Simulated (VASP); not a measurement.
Crystal: HPbNO4.

```
CELL_PARAMETERS angstrom
3.85404 0.14384 0.09012
-0.25320 5.52698 0.16471
-0.48197 -1.92720 5.72025
ATOMIC_POSITIONS crystal
H 0.10913 0.65718 0.54463
Pb 0.61029 0.52127 0.15100
N 0.91580 0.96263 0.95867
O 0.01384 0.13639 0.88084
O 0.72398 0.01057 0.12858
O 0.00389 0.73732 0.87043
O 0.11927 0.59324 0.37651
```

The cell was built by a generator and needn't be a form met in nature.

- Program: VASP 6.6.1
- Task: relaxation of cell and atoms
- Functional: revPBE
- Potentials or basis: VASP PAW PBE potentials, release 64 (H, Pb_d, N, O)
- Cutoff: 600 eV
- k mesh: 7 × 5 × 5
- Occupations: fermi-dirac, width 0.05 eV
- Spin: no spin polarisation

At the start: pressure 1.9 GPa; volume 17.65 Å³/atom.

Task: Where does the relaxation end?

Result: Over 48 steps the energy falls by 4.4 meV/atom and the volume is 18.84 Å³/atom (+6.7 %); space group P1 (No. 1, to 0.05 Å).

The path:
```
step  energy change (eV)  largest force (eV/Å)  pressure (GPa)  volume (Å³)
   1              0.0000                0.6656            1.93       123.55
   3             -0.0130                0.1930            0.49       124.53
   5             -0.0171                0.2316            0.34       125.65
   7             -0.0194                0.2120            0.20       126.48
   9             -0.0218                0.1651            0.01       127.71
  11             -0.0233                0.3845            0.03       128.99
  13             -0.0241                0.2134            0.01       128.71
  15             -0.0246                0.2379           -0.02       129.72
  17             -0.0253                0.0531            0.00       129.33
  19             -0.0260                0.0875            0.04       129.56
  21             -0.0268                0.0582           -0.06       129.76
  23             -0.0274                0.1591           -0.20       130.07
  25             -0.0283                0.1197           -0.15       130.23
  27             -0.0287                0.1398            0.05       130.87
  29             -0.0293                0.0748            0.00       130.61
  31             -0.0297                0.0456            0.07       130.69
  33             -0.0297                0.0359            0.02       130.77
  35             -0.0299                0.0372            0.02       130.89
  37             -0.0300                0.0646            0.03       130.98
  39             -0.0301                0.0304            0.06       131.14
  41             -0.0302                0.0377            0.06       131.22
  43             -0.0303                0.1048            0.03       131.67
  45             -0.0303                0.0555            0.03       131.56
  47             -0.0304                0.0344           -0.06       132.01
  48             -0.0305                0.0195           -0.04       131.88
```

Final structure:
```
CELL_PARAMETERS angstrom
3.93569 0.14316 0.14477
-0.26091 5.60526 0.19895
-0.41510 -1.92037 5.88202
ATOMIC_POSITIONS crystal
H 0.10720 0.65491 0.53741
Pb 0.62654 0.52303 0.15859
N 0.91172 0.96322 0.95889
O 0.00659 0.13599 0.87932
O 0.72529 0.01059 0.13036
O 0.99706 0.74019 0.87161
O 0.12180 0.59066 0.37448
```

Caveat: the standard files for N, O and F lose accuracy on very short bonds; the PAW data sets were made with another functional, which shifts forces and pressure a little.
